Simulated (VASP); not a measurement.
Calculation: PBE GGA, VASP's PBE PAW potentials (set 64) (plane waves; VASP).

VASP input:

### INCAR
```
SYSTEM  =  GeRh
PREC  =  Accurate; ENCUT  =  400; LREAL  =  F
LASPH  =  T
EDIFF  =  1E-6; NELM  =  100; ALGO  =  VeryFast
LMAXMIX  =  4
ISMEAR  =  1; SIGMA  =  0.1
GGA  =  PE
ISIF  =  2
LWAVE  =  F; LCHARG  =  F
```

**POSCAR**
```
GeRh
1
    3.0480010000     0.0000000000     0.0000000000
    0.0000000000     3.0480010000     0.0000000000
    0.0000000000     0.0000000000     3.0480010000
Rh Ge
1 1
Direct
  0.0000000000   0.0000000000   0.0000000000
  0.5000000000   0.5000000000   0.5000000000
```

### KPOINTS
```
Automatic mesh
0
Gamma
11 11 11
0 0 0
```

POTCAR, in this order: Rh_pv Ge_d (PBE.64 set). Program: vasp_std.

The run wrote:

### OUTCAR
```
 ion  position               nearest neighbor table
   1  0.000  0.000  0.000-   2 2.64   2 2.64   2 2.64   2 2.64   2 2.64   2 2.64   2 2.64   2 2.64
  LATTYP: Found a simple cubic cell.
 ALAT       =     3.0480010000
 Subroutine PRICEL returns:
 Original cell was already a primitive cell.
 Subroutine GETGRP returns: Found 48 space group operations
The static configuration has the point symmetry O_h .
The dynamic configuration has the point symmetry O_h .
 Subroutine INISYM returns: Found 48 space group operations
 Subroutine IBZKPT returns following result:
 Found     56 irreducible k-points:

 Following reciprocal coordinates:
            Coordinates               Weight
  0.000000  0.000000  0.000000      1.000000
  0.090909  0.000000  0.000000      6.000000
  0.181818  0.000000  0.000000      6.000000
  0.272727  0.000000  0.000000      6.000000
  0.363636  0.000000  0.000000      6.000000
  0.454545  0.000000  0.000000      6.000000
  0.090909  0.090909  0.000000     12.000000
  0.181818  0.090909  0.000000     24.000000
  0.272727  0.090909  0.000000     24.000000
  0.363636  0.090909  0.000000     24.000000
  0.454545  0.090909  0.000000     24.000000
  0.181818  0.181818  0.000000     12.000000
  0.272727  0.181818  0.000000     24.000000
  0.363636  0.181818  0.000000     24.000000
  0.454545  0.181818  0.000000     24.000000
  0.272727  0.272727  0.000000     12.000000
  0.363636  0.272727  0.000000     24.000000
  0.454545  0.272727  0.000000     24.000000
  0.363636  0.363636  0.000000     12.000000
  0.454545  0.363636  0.000000     24.000000
  0.454545  0.454545  0.000000     12.000000
  0.090909  0.090909  0.090909      8.000000
  0.181818  0.090909  0.090909     24.000000
  0.272727  0.090909  0.090909     24.000000
  0.363636  0.090909  0.090909     24.000000
...
```

OSZICAR:
```
...
RMM:  12    -0.423380669588E+01   -0.15973E+01   -0.14744E+01  3143   0.111E+01    0.148E+01
RMM:  13    -0.421994257419E+01    0.13864E-01   -0.10736E+01  3144   0.169E+01    0.932E+00
RMM:  14    -0.457595200435E+01   -0.35601E+00   -0.35391E+00  3032   0.657E+00    0.397E+00
RMM:  15    -0.474271412734E+01   -0.16676E+00   -0.16752E+00  3028   0.441E+00    0.106E+00
RMM:  16    -0.482122627487E+01   -0.78512E-01   -0.61838E-01  3029   0.303E+00    0.423E-01
RMM:  17    -0.486307997386E+01   -0.41854E-01   -0.30487E-01  3056   0.257E+00    0.139E-01
RMM:  18    -0.485993313893E+01    0.31468E-02    0.65576E-02  3219   0.208E+00    0.276E-01
RMM:  19    -0.484786000496E+01    0.12073E-01    0.12314E-01  3141   0.180E+00    0.177E-01
RMM:  20    -0.483162421674E+01    0.16236E-01    0.17298E-01  2955   0.162E+00    0.221E-01
RMM:  21    -0.482446608439E+01    0.71581E-02    0.72196E-02  2718   0.142E+00    0.188E-01
RMM:  22    -0.481858312929E+01    0.58830E-02    0.75195E-02  2532   0.131E+00    0.221E-01
RMM:  23    -0.481805084812E+01    0.53228E-03    0.54334E-03  2608   0.123E+00    0.218E-01
RMM:  24    -0.481437009696E+01    0.36808E-02    0.35365E-02  2480   0.115E+00    0.236E-01
RMM:  25    -0.481089849713E+01    0.34716E-02    0.34495E-02  2437   0.108E+00    0.249E-01
RMM:  26    -0.480781335682E+01    0.30851E-02    0.30364E-02  2380   0.103E+00    0.269E-01
RMM:  27    -0.480484704684E+01    0.29663E-02    0.29133E-02  2145   0.971E-01    0.269E-01
RMM:  28    -0.480308108081E+01    0.17660E-02    0.15518E-02  2856   0.956E-01    0.274E-01
RMM:  29    -0.480048443231E+01    0.25966E-02    0.21706E-02  3262   0.957E-01    0.243E-01
RMM:  30    -0.479993103882E+01    0.55339E-03    0.38096E-03  3077   0.895E-01    0.210E-01
RMM:  31    -0.479727968810E+01    0.26514E-02    0.26345E-02  2450   0.824E-01    0.220E-01
RMM:  32    -0.479674143813E+01    0.53825E-03    0.37347E-03  2849   0.819E-01    0.206E-01
RMM:  33    -0.479431480710E+01    0.24266E-02    0.22941E-02  2691   0.780E-01    0.207E-01
RMM:  34    -0.479360443101E+01    0.71038E-03    0.66228E-03  2615   0.746E-01    0.202E-01
RMM:  35    -0.479117713707E+01    0.24273E-02    0.23140E-02  2821   0.729E-01    0.214E-01
RMM:  36    -0.479052114736E+01    0.65599E-03    0.61238E-03  2034   0.688E-01    0.222E-01
RMM:  37    -0.478848706338E+01    0.20341E-02    0.19221E-02  2839   0.686E-01    0.197E-01
RMM:  38    -0.478806716115E+01    0.41990E-03    0.29876E-03  2864   0.683E-01    0.152E-01
RMM:  39    -0.478644467342E+01    0.16225E-02    0.15016E-02  3076   0.671E-01    0.115E-01
RMM:  40    -0.478625334930E+01    0.19132E-03    0.11599E-03  2880   0.637E-01    0.873E-02
RMM:  41    -0.478489825088E+01    0.13551E-02    0.12840E-02  2834   0.610E-01    0.671E-02
RMM:  42    -0.478461234208E+01    0.28591E-03    0.22938E-03  2519   0.589E-01    0.461E-02
RMM:  43    -0.478332145471E+01    0.12909E-02    0.12295E-02  2736   0.572E-01    0.301E-02
RMM:  44    -0.478295033128E+01    0.37112E-03    0.31723E-03  2222   0.547E-01    0.228E-02
RMM:  45    -0.478174495065E+01    0.12054E-02    0.11467E-02  1928   0.534E-01    0.176E-02
RMM:  46    -0.478140057141E+01    0.34438E-03    0.29224E-03  1912   0.514E-01    0.158E-02
RMM:  47    -0.478029368319E+01    0.11069E-02    0.10521E-02  2045   0.503E-01    0.171E-02
RMM:  48    -0.478008863676E+01    0.20505E-03    0.15978E-03  1923   0.489E-01    0.187E-02
RMM:  49    -0.477925473109E+01    0.83391E-03    0.78702E-03  1964   0.480E-01    0.153E-02
RMM:  50    -0.477920140170E+01    0.53329E-04    0.13099E-04  1662   0.464E-01    0.158E-02
RMM:  51    -0.477840526180E+01    0.79614E-03    0.75403E-03  1686   0.454E-01    0.170E-02
RMM:  52    -0.477843560787E+01   -0.30346E-04   -0.67473E-04  2009   0.449E-01    0.153E-02
RMM:  53    -0.477768886659E+01    0.74674E-03    0.70881E-03  1765   0.437E-01    0.156E-02
RMM:  54    -0.477779712237E+01   -0.10826E-03   -0.14356E-03  1455   0.424E-01    0.172E-02
RMM:  55    -0.477709164525E+01    0.70548E-03    0.67030E-03  1458   0.413E-01    0.183E-02
RMM:  56    -0.477727129520E+01   -0.17965E-03   -0.21242E-03  1656   0.406E-01    0.199E-02
RMM:  57    -0.477659896725E+01    0.67233E-03    0.63964E-03  1413   0.399E-01    0.213E-02
RMM:  58    -0.477682188296E+01   -0.22292E-03   -0.25403E-03  1453   0.390E-01    0.223E-02
RMM:  59    -0.477617789976E+01    0.64398E-03    0.61362E-03  1324   0.381E-01    0.239E-02
RMM:  60    -0.477643688739E+01   -0.25899E-03   -0.28814E-03  1534   0.375E-01    0.249E-02
RMM:  61    -0.477581945653E+01    0.61743E-03    0.58929E-03  1361   0.367E-01    0.263E-02
RMM:  62    -0.477610628165E+01   -0.28683E-03   -0.31425E-03  1389   0.360E-01    0.273E-02
RMM:  63    -0.477552074858E+01    0.58553E-03    0.56019E-03  1661   0.355E-01    0.295E-02
RMM:  64    -0.477583263907E+01   -0.31189E-03   -0.33753E-03  1391   0.346E-01    0.304E-02
RMM:  65    -0.477526790641E+01    0.56473E-03    0.54032E-03  1332   0.340E-01    0.318E-02
RMM:  66    -0.477559185921E+01   -0.32395E-03   -0.34827E-03  1392   0.337E-01    0.328E-02
RMM:  67    -0.477504939861E+01    0.54246E-03    0.51967E-03  1429   0.332E-01    0.341E-02
RMM:  68    -0.477539263827E+01   -0.34324E-03   -0.36526E-03  2011   0.331E-01    0.320E-02
RMM:  69    -0.477488093593E+01    0.51170E-03    0.49084E-03  1527   0.318E-01    0.332E-02
RMM:  70    -0.477522556325E+01   -0.34463E-03   -0.36628E-03  1415   0.313E-01    0.336E-02
RMM:  71    -0.477473099722E+01    0.49457E-03    0.47438E-03  1514   0.310E-01    0.348E-02
RMM:  72    -0.477507405801E+01   -0.34306E-03   -0.36356E-03  1413   0.305E-01    0.356E-02
RMM:  73    -0.477460286274E+01    0.47120E-03    0.45287E-03  1404   0.299E-01    0.374E-02
RMM:  74    -0.477494327063E+01   -0.34041E-03   -0.35995E-03  1367   0.295E-01    0.380E-02
RMM:  75    -0.477449754672E+01    0.44572E-03    0.42845E-03  1319   0.290E-01    0.392E-02
RMM:  76    -0.477483316710E+01   -0.33562E-03   -0.35386E-03  1405   0.285E-01    0.396E-02
RMM:  77    -0.477441268020E+01    0.42049E-03    0.40419E-03  1321   0.281E-01    0.405E-02
RMM:  78    -0.477473517498E+01   -0.32249E-03   -0.33989E-03  1382   0.278E-01    0.407E-02
RMM:  79    -0.477433814128E+01    0.39703E-03    0.38204E-03  1291   0.273E-01    0.417E-02
RMM:  80    -0.477465074592E+01   -0.31260E-03   -0.32880E-03  1341   0.269E-01    0.422E-02
RMM:  81    -0.477428221862E+01    0.36853E-03    0.35416E-03  1303   0.265E-01    0.432E-02
RMM:  82    -0.477459953088E+01   -0.31731E-03   -0.33292E-03  1330   0.261E-01    0.435E-02
RMM:  83    -0.477423571301E+01    0.36382E-03    0.34948E-03  1348   0.259E-01    0.442E-02
RMM:  84    -0.477454950125E+01   -0.31379E-03   -0.32869E-03  1307   0.255E-01    0.446E-02
RMM:  85    -0.477420589457E+01    0.34361E-03    0.33048E-03  1291   0.251E-01    0.455E-02
RMM:  86    -0.477451660294E+01   -0.31071E-03   -0.32470E-03  1283   0.248E-01    0.458E-02
RMM:  87    -0.477419608066E+01    0.32052E-03    0.30836E-03  1259   0.244E-01    0.467E-02
RMM:  88    -0.477449967701E+01   -0.30360E-03   -0.31770E-03  1373   0.242E-01    0.474E-02
RMM:  89    -0.477420064868E+01    0.29903E-03    0.28773E-03  1267   0.238E-01    0.483E-02
RMM:  90    -0.477450113939E+01   -0.30049E-03   -0.31321E-03  1250   0.236E-01    0.485E-02
RMM:  91    -0.477422462034E+01    0.27652E-03    0.26552E-03  1309   0.234E-01    0.493E-02
RMM:  92    -0.477451953250E+01   -0.29491E-03   -0.30671E-03  1321   0.231E-01    0.495E-02
RMM:  93    -0.477426706381E+01    0.25247E-03    0.24255E-03  1224   0.227E-01    0.502E-02
RMM:  94    -0.477455250484E+01   -0.28544E-03   -0.29705E-03  1236   0.224E-01    0.509E-02
RMM:  95    -0.477432032940E+01    0.23218E-03    0.22236E-03  1230   0.222E-01    0.517E-02
RMM:  96    -0.477459567300E+01   -0.27534E-03   -0.28638E-03  1257   0.220E-01    0.520E-02
RMM:  97    -0.477438403595E+01    0.21164E-03    0.20228E-03  1206   0.216E-01    0.526E-02
RMM:  98    -0.477464679374E+01   -0.26276E-03   -0.27352E-03  1370   0.214E-01    0.539E-02
RMM:  99    -0.477446326095E+01    0.18353E-03    0.17694E-03  1517   0.212E-01    0.550E-02
RMM: 100    -0.477472909909E+01   -0.26584E-03   -0.27237E-03  1916   0.211E-01
   1 F= -.47747291E+01 E0= -.47744749E+01  d E =-.762747E-03
```

### OUTCAR
```
------------------------ aborting loop EDIFF was not reached (unconverged)  ----------------------------
  FORCE on cell =-STRESS in cart. coord.  units (eV):
  Direction    XX          YY          ZZ          XY          YZ          ZX
  --------------------------------------------------------------------------------------
  Total       11.7821702     11.7821702     11.7821702      0.0000000      0.0000000     -0.0000000
  in kB      666.6387572    666.6387572    666.6387572      0.0000000      0.0000000     -0.0000000
  external PRESSURE =     666.6387572 kB  Pullay stress =       0.0000000 kB
  volume of cell :       28.32
      direct lattice vectors                 reciprocal lattice vectors
     3.048001000  0.000000000  0.000000000     0.328083882  0.000000000  0.000000000
     0.000000000  3.048001000  0.000000000     0.000000000  0.328083882  0.000000000
     0.000000000  0.000000000  3.048001000     0.000000000  0.000000000  0.328083882
 POSITION                                       TOTAL-FORCE (eV/Angst)
 -----------------------------------------------------------------------------------
      0.00000      0.00000      0.00000         0.000000      0.000000      0.000000
      1.52400      1.52400      1.52400         0.000000      0.000000      0.000000
 -----------------------------------------------------------------------------------
    total drift:                                0.000000      0.000000      0.000000
  FREE ENERGIE OF THE ION-ELECTRON SYSTEM (eV)
  ---------------------------------------------------
  free  energy   TOTEN  =        -4.7747290991 eV

  energy  without entropy=       -4.7739663519  energy(sigma->0) =       -4.77447485
```
(Selected blocks of OUTCAR.)

### stdout
```
...
RMM:  83    -0.477423571301E+01    0.36382E-03    0.34948E-03  1348   0.259E-01    0.442E-02
RMM:  84    -0.477454950125E+01   -0.31379E-03   -0.32869E-03  1307   0.255E-01    0.446E-02
RMM:  85    -0.477420589457E+01    0.34361E-03    0.33048E-03  1291   0.251E-01    0.455E-02
RMM:  86    -0.477451660294E+01   -0.31071E-03   -0.32470E-03  1283   0.248E-01    0.458E-02
RMM:  87    -0.477419608066E+01    0.32052E-03    0.30836E-03  1259   0.244E-01    0.467E-02
RMM:  88    -0.477449967701E+01   -0.30360E-03   -0.31770E-03  1373   0.242E-01    0.474E-02
RMM:  89    -0.477420064868E+01    0.29903E-03    0.28773E-03  1267   0.238E-01    0.483E-02
RMM:  90    -0.477450113939E+01   -0.30049E-03   -0.31321E-03  1250   0.236E-01    0.485E-02
RMM:  91    -0.477422462034E+01    0.27652E-03    0.26552E-03  1309   0.234E-01    0.493E-02
RMM:  92    -0.477451953250E+01   -0.29491E-03   -0.30671E-03  1321   0.231E-01    0.495E-02
RMM:  93    -0.477426706381E+01    0.25247E-03    0.24255E-03  1224   0.227E-01    0.502E-02
WARNING in EDDRMM: call to ZHEGV failed, returncode =   6  3     13
RMM:  94    -0.477455250484E+01   -0.28544E-03   -0.29705E-03  1236   0.224E-01    0.509E-02
RMM:  95    -0.477432032940E+01    0.23218E-03    0.22236E-03  1230   0.222E-01    0.517E-02
RMM:  96    -0.477459567300E+01   -0.27534E-03   -0.28638E-03  1257   0.220E-01    0.520E-02
RMM:  97    -0.477438403595E+01    0.21164E-03    0.20228E-03  1206   0.216E-01    0.526E-02
RMM:  98    -0.477464679374E+01   -0.26276E-03   -0.27352E-03  1370   0.214E-01    0.539E-02
RMM:  99    -0.477446326095E+01    0.18353E-03    0.17694E-03  1517   0.212E-01    0.550E-02
WARNING in EDDRMM: call to ZHEGV failed, returncode =   6  3     15
RMM: 100    -0.477472909909E+01   -0.26584E-03   -0.27237E-03  1916   0.211E-01

 -----------------------------------------------------------------------------
|                                                                             |
|           W    W    AA    RRRRR   N    N  II  N    N   GGGG   !!!           |
|           W    W   A  A   R    R  NN   N  II  NN   N  G    G  !!!           |
|           W    W  A    A  R    R  N N  N  II  N N  N  G       !!!           |
|           W WW W  AAAAAA  RRRRR   N  N N  II  N  N N  G  GGG   !            |
|           WW  WW  A    A  R   R   N   NN  II  N   NN  G    G                |
|           W    W  A    A  R    R  N    N  II  N    N   GGGG   !!!           |
|                                                                             |
|     The electronic self-consistency was not achieved in the given           |
|     number of steps (NELM). The forces and other quantities evaluated       |
|     might not be reliable so examine the results carefully. If you find     |
|     spurious results, we suggest increasing NELM, if you were close to      |
|     convergence or switching to a different ALGO or adjusting the           |
|     density mixing parameters otherwise.                                    |
|                                                                             |
 -----------------------------------------------------------------------------

   1 F= -.47747291E+01 E0= -.47744749E+01  d E =-.762747E-03
```

The run did not converge; its last values are not results.

The structure was generated: GeRh was put into the CsCl type (Pm-3m), which need not be its known phase. The cell was not relaxed at this level. The run is one of a series of settings (ALGO = VeryFast against the base run), some of them coarse on purpose. The electron count is odd and the run is not spin-polarised, which forces a metal.
